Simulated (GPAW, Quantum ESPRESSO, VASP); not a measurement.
One structure in several programs: RuSi (Pm-3m, 2 atoms in the cell)

Self-consistent single point, at a second geometry (lattice scaled by 0.98). First geometry:

```
CELL_PARAMETERS angstrom
      2.91612     0.00000     0.00000
      0.00000     2.91612     0.00000
      0.00000     0.00000     2.91612
ATOMIC_POSITIONS crystal
  Si 0.50000 0.50000 0.50000
  Ru 0.00000 0.00000 0.00000
```

Shared settings, as Quantum ESPRESSO writes them: occupations = smearing; smearing = fermi-dirac; degauss = 0.0073499 Ry; K_POINTS = automatic 8 8 8 0 0 0. Potentials and cutoffs stand in the table.

```json
[
 {"code": "VASP", "model": "LDA (PZ), VASP's LDA PAW potentials (set 64)", "ΔF from the first geometry (meV/atom)": "13.6", "pressure (GPa)": "11.59", "cutoff": "300 eV"},
 {"code": "Quantum ESPRESSO", "model": "LDA (PZ), GBRV 1.5 ultrasoft (LDA) pseudopotentials", "ΔF from the first geometry (meV/atom)": "8.1", "pressure (GPa)": "11.28", "cutoff": "40 Ry"},
 {"code": "GPAW", "model": "LDA (Perdew-Wang 92), GPAW PAW datasets LDA (gpaw-data 1.0.1)", "ΔF from the first geometry (meV/atom)": "13.6", "pressure (GPa)": "12.27", "cutoff": "550 eV"}
]
```

For VASP (by 1.0 GPa) the energy change implies a higher mean pressure, against the two pressures, than for the other programs: a sign of finite-basis (Pulay) stress.

On VASP's run: spin polarisation is off.

The spread over the programs that give each value: ΔF from the first geometry within 5.5 meV/atom; pressure within 0.99 GPa.

VASP's run is marked for a possible Pulay error in its stress at this cutoff; no cutoff test was made.

The starting cell comes from a database of computed structures (which also holds hypothetical and non-ambient phases and stackings), without a prior relaxation at this level. For this run, on top of that: lattice scaled by 0.98.

Left out of this page: Ansatz, ABINIT, CP2K, Elk, FLEUR and SIESTA (not drawn, or without a comparable value).
